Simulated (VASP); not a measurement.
Here is a VASP 6.6.1 calculation.

File INCAR:

```
  ALGO = Normal
  EDIFF = 1E-8
  ENCUT = 520
  ISIF = 2
  ISMEAR = -1
  LASPH = True
  LCHARG = False
  LEFG = True
  LMIXTAU = True
  LREAL = False
  LWAVE = False
  METAGGA = R2SCAN
  NELM = 100
  PREC = Accurate
  SIGMA = 0.02
```

Contents of KPOINTS:

```
k-points
0
Gamma
  7 7 7
```

POSCAR

```
SbW2
1.0
    0.0000000000      3.1330100000      3.1330100000
    3.1330100000      0.0000000000      3.1330100000
    3.1330100000      3.1330100000      0.0000000000
Sb W
1 2
Direct
    0.5000000000      0.5000000000      0.5000000000
    0.2500000000      0.2500000000      0.2500000000
    0.7500000000      0.7500000000      0.7500000000
```

Potentials or basis: VASP PAW PBE potentials, release 64 (Sb, W_sv).

Launch:

```console
$ cat potpaw_PBE.64/Sb/POTCAR potpaw_PBE.64/W_sv/POTCAR > POTCAR
$ mpirun -np 1 vasp_std > vasp.out
```

Q: Predict the pressure.

A: -2.7 GPa.

Electric field gradients, principal values (V/Å²):
| atom | Vxx | Vyy | Vzz |
| --- | --- | --- | --- |
| 1 Sb | 0.000 | 0.000 | 0.000 |
| 2 W | 0.000 | 0.000 | -0.001 |
| 3 W | 0.000 | 0.000 | -0.001 |

Caveat: the PAW data sets were made with another functional, which shifts forces and pressure a little. The run has no spin-orbit coupling, so splittings on Sb, W are missing.
